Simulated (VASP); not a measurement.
CoSi2:

```
Co Si
1.0
     0.00000    2.65642    2.65642
     2.65642    0.00000    2.65642
     2.65642    2.65642    0.00000
Co Si
1 2
Direct
  0.00000 0.00000 0.00000
  0.75000 0.75000 0.75000
  0.25000 0.25000 0.25000
```

The cell comes from a database or a generator and needn't be the stable form of this composition.

* Program: VASP 6.6.1
* Task: relaxation of cell and atoms
* Functional: PBE
* Potentials or basis: VASP PAW PBE potentials, release 64 (Co, Si)
* Cutoff: 600 eV
* k mesh: 14 × 14 × 14
* Occupations: methfessel-paxton, width 0.1 eV
* Spin: no spin polarisation

At the start: pressure 4.5 GPa; volume 12.50 Å³/atom.

How do energy, volume and symmetry change on relaxing?

Over 3 steps the energy falls by 4.7 meV/atom and the volume is 12.82 Å³/atom (+2.6 %); space group Fm-3m (No. 225, to 0.05 Å).

Step by step:
```csv
step,energy change (eV),largest force (eV/Å),pressure (GPa),volume (Å³)
1,0.0000,0.0000,4.49,37.49
2,-0.0012,0.0000,-4.05,39.42
3,-0.0142,0.0000,0.03,38.47
```

Final structure:
```xyz
3
Lattice="0.0000 2.6793 2.6793 2.6793 0.0000 2.6793 2.6793 2.6793 0.0000" Properties=species:S:1:pos:R:3 pbc="T T T"
Co    0.0000    0.0000    0.0000
Si    4.0190    4.0190    4.0190
Si    1.3397    1.3397    1.3397
```
